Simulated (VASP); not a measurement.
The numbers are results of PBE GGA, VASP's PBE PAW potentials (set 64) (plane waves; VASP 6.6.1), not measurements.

A VASP calculation is set up with these files.

File KPOINTS:
```
Automatic mesh
0
Gamma
9 9 9
0 0 0
```

**INCAR**
```
# general
SYSTEM = AlN
PREC   = Accurate
ENCUT  = 520
LREAL  = .False.
LASPH  = .True.
NBANDS = 16

# electronic loop
EDIFF  = 1E-6
NELM   = 100
ALGO   = Normal

# smearing
ISMEAR = 0
SIGMA  = 0.05

# functional
GGA    = PE

# ions
ISIF   = 2

# output
LWAVE  = .False.
LCHARG = .False.
```

**POSCAR**
```
AlN
1
    0.0000000000     2.2338000000     2.2338000000
    2.2338000000     0.0000000000     2.2338000000
    2.2338000000     2.2338000000     0.0000000000
Al N
1 1
Direct
  0.0000000000   0.0000000000   0.0000000000
  0.2500000000   0.2500000000   0.2500000000
```

POTCAR, in this order: Al N (PBE.64 set). Program: vasp_std.

What VASP printed:

### OUTCAR
```
 ion  position               nearest neighbor table
   1  0.000  0.000  0.000-   2 1.93   2 1.93   2 1.93   2 1.93
   2  0.250  0.250  0.250-   1 1.93   1 1.93   1 1.93   1 1.93
  LATTYP: Found a face centered cubic cell.
 ALAT       =     4.4676000000
 Subroutine PRICEL returns:
 Original cell was already a primitive cell.
 Subroutine GETGRP returns: Found 24 space group operations
The static configuration has the point symmetry T_d .
The dynamic configuration has the point symmetry T_d .
 Subroutine INISYM returns: Found 24 space group operations
 Subroutine IBZKPT returns following result:
 Found     35 irreducible k-points:

 Following reciprocal coordinates:
            Coordinates               Weight
  0.000000  0.000000  0.000000      1.000000
  0.111111  0.000000  0.000000      8.000000
  0.222222  0.000000  0.000000      8.000000
  0.333333  0.000000  0.000000      8.000000
  0.444444  0.000000  0.000000      8.000000
  0.111111  0.111111  0.000000      6.000000
  0.222222  0.111111  0.000000     24.000000
  0.333333  0.111111  0.000000     24.000000
  0.444444  0.111111  0.000000     24.000000
 -0.444444  0.111111  0.000000     24.000000
 -0.333333  0.111111  0.000000     24.000000
 -0.222222  0.111111  0.000000     24.000000
 -0.111111  0.111111  0.000000     12.000000
  0.222222  0.222222  0.000000      6.000000
  0.333333  0.222222  0.000000     24.000000
  0.444444  0.222222  0.000000     24.000000
 -0.444444  0.222222  0.000000     24.000000
 -0.333333  0.222222  0.000000     24.000000
 -0.222222  0.222222  0.000000     12.000000
  0.333333  0.333333  0.000000      6.000000
  0.444444  0.333333  0.000000     24.000000
 -0.444444  0.333333  0.000000     24.000000
 -0.333333  0.333333  0.000000     12.000000
  0.444444  0.444444  0.000000      6.000000
...
```

### OSZICAR
```
       N       E                     dE             d eps       ncg     rms          rms(c)
DAV:   1     0.110954711492E+02    0.11095E+02   -0.34957E+03  1136   0.409E+02
DAV:   2    -0.163010687817E+02   -0.27397E+02   -0.26348E+02  1520   0.111E+02
DAV:   3    -0.170786223742E+02   -0.77755E+00   -0.77694E+00  1448   0.162E+01
DAV:   4    -0.170831729060E+02   -0.45505E-02   -0.45504E-02  1480   0.137E+00
DAV:   5    -0.170832283993E+02   -0.55493E-04   -0.55493E-04  1408   0.137E-01    0.832E+00
DAV:   6    -0.148215639952E+02    0.22617E+01   -0.99832E+00  1424   0.117E+01    0.265E+00
DAV:   7    -0.148302129590E+02   -0.86490E-02   -0.22148E-01  1232   0.298E+00    0.204E+00
DAV:   8    -0.148264913451E+02    0.37216E-02   -0.47198E-02  1464   0.136E+00    0.861E-01
DAV:   9    -0.148225651989E+02    0.39261E-02   -0.10042E-02  1416   0.460E-01    0.280E-01
DAV:  10    -0.148225566942E+02    0.85048E-05   -0.73077E-04  1344   0.148E-01    0.397E-02
DAV:  11    -0.148225742659E+02   -0.17572E-04   -0.28484E-05  1472   0.267E-02    0.251E-02
DAV:  12    -0.148225733794E+02    0.88652E-06   -0.88642E-07  1096   0.611E-03
   1 F= -.14822573E+02 E0= -.14822573E+02  d E =-.226713E-17
```

**OUTCAR**
```
------------------------ aborting loop because EDIFF is reached ----------------------------------------
  FORCE on cell =-STRESS in cart. coord.  units (eV):
  Direction    XX          YY          ZZ          XY          YZ          ZX
  --------------------------------------------------------------------------------------
  Total       -1.1155981     -1.1155981     -1.1155981     -0.0000000      0.0000000     -0.0000000
  in kB      -80.1780517    -80.1780517    -80.1780517     -0.0000000      0.0000000     -0.0000000
  external PRESSURE =     -80.1780517 kB  Pullay stress =       0.0000000 kB
  volume of cell :       22.29
      direct lattice vectors                 reciprocal lattice vectors
     0.000000000  2.233800000  2.233800000    -0.223833826  0.223833826  0.223833826
     2.233800000  0.000000000  2.233800000     0.223833826 -0.223833826  0.223833826
     2.233800000  2.233800000  0.000000000     0.223833826  0.223833826 -0.223833826
  FREE ENERGIE OF THE ION-ELECTRON SYSTEM (eV)
  ---------------------------------------------------
  free  energy   TOTEN  =       -14.8225733794 eV

  energy  without entropy=      -14.8225733794  energy(sigma->0) =      -14.82257338
```
(Selected blocks of OUTCAR.)

### OUTCAR
```
 val. band max:        5.3493733817   @ k =   0.0000   0.0000   0.0000

 cond. band min:       8.7999901172   @ k =   0.4444   0.4444   0.0000


 Fermi energy:         5.6303026811

 k-point     1 :       0.0000    0.0000    0.0000
  band No.  band energies     occupation
      1      -9.2501      2.00000
      2       5.3494      2.00000
      3       5.3494      2.00000
      4       5.3494      2.00000
      5       8.9592      0.00000
      6      17.2535      0.00000
      7      17.2535      0.00000
      8      17.2535      0.00000
      9      22.5021      0.00000
     10      22.5021      0.00000
     11      23.7780      0.00000
     12      23.7780      0.00000
     13      23.7780      0.00000
     14      25.5622      0.00000
     15      29.9610      0.00000
     16      38.2216      0.00000

 k-point     2 :       0.1111    0.0000    0.0000
  band No.  band energies     occupation
      1      -9.0838      2.00000
      2       4.3808      2.00000
      3       5.2873      2.00000
      4       5.2873      2.00000
      5       9.7637      0.00000
      6      16.7900      0.00000
      7      17.3987      0.00000
      8      17.3987      0.00000
      9      21.1688      0.00000
     10      21.1688      0.00000
     11      22.9048      0.00000
     12      25.7912      0.00000
     13      25.7912      0.00000
     14      26.9077      0.00000
     15      31.1853      0.00000
     16      37.5383      0.00000

 k-point     3 :       0.2222    0.0000    0.0000
  band No.  band energies     occupation
      1      -8.6202      2.00000
      2       2.6296      2.00000
      3       5.1391      2.00000
      4       5.1391      2.00000
      5      10.9855      0.00000
      6      15.9189      0.00000
      7      17.2708      0.00000
      8      17.2708      0.00000
      9      20.8385      0.00000
     10      20.8385      0.00000
     11      22.0122      0.00000
     12      28.3981      0.00000
     13      28.3981      0.00000
...
```

The compound is AlN in the zinc blende structure, a metastable form; wurtzite is the usual one. The cell was not relaxed at this level. The run is one of a series of settings (NBANDS = 16 against the base run), some of them coarse on purpose.
